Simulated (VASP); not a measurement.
Level of theory: PBE GGA with D4 dispersion, VASP's PBE PAW potentials (set 64) (plane waves; VASP 6.6.1).

VASP ran on this input.

### KPOINTS
```
Automatic mesh
0
Gamma
12 12 12
0 0 0
```

**POSCAR**
```
Cr
1
    2.8382040413     0.0000000000     0.0000000000
   -0.0000000000     2.8382040413    -0.0000000000
    0.0000000000    -0.0000000000     2.8382040413
Cr
2
Direct
  0.0000000000   0.0000000000   0.0000000000
  0.5000000000   0.5000000000   0.5000000000
```

INCAR:
```
ISMEAR = 1   ! Methfessel-Paxton
EDIFF = 1E-6   ! SCF stop (eV)
LREAL = .FALSE.   ! projection in real space or not
NELM = 100   ! most electronic steps
LCHARG = .FALSE.
LORBIT = 10
IBRION = 2
SIGMA = 0.1
LASPH = .TRUE.   ! aspherical one-centre terms
ISIF = 3   ! ions, shape and volume
LWAVE = .FALSE.
IVDW = 13
MAGMOM = 0.9 -0.9
GGA = PE   ! PBE
SYSTEM = Cr
EDIFFG = -0.01
NSW = 60   ! most ionic steps
LMAXMIX = 4   ! l cut-off of mixed one-centre charges
PREC = Accurate
ISPIN = 2
ALGO = Normal
ENCUT = 520   ! plane-wave cut-off (eV)
```

POTCAR, in this order: Cr_pv (PBE.64 set). Program: vasp_std.

**Question.** What will the output report for the number of irreducible k-points (NKPTS), largest plane-wave count, number of space-group operations, FFT grid (NGX, NGY, NGZ)?

**Answer.** 
The number of irreducible k-points (NKPTS) is 84. The largest plane-wave count is 630. The number of space-group operations is 48 and the FFT grid (NGX, NGY, NGZ) is 24 × 24 × 24.

The compound is Cr in the bcc, AFM order structure. It was relaxed first. The start is the result of an earlier pass.
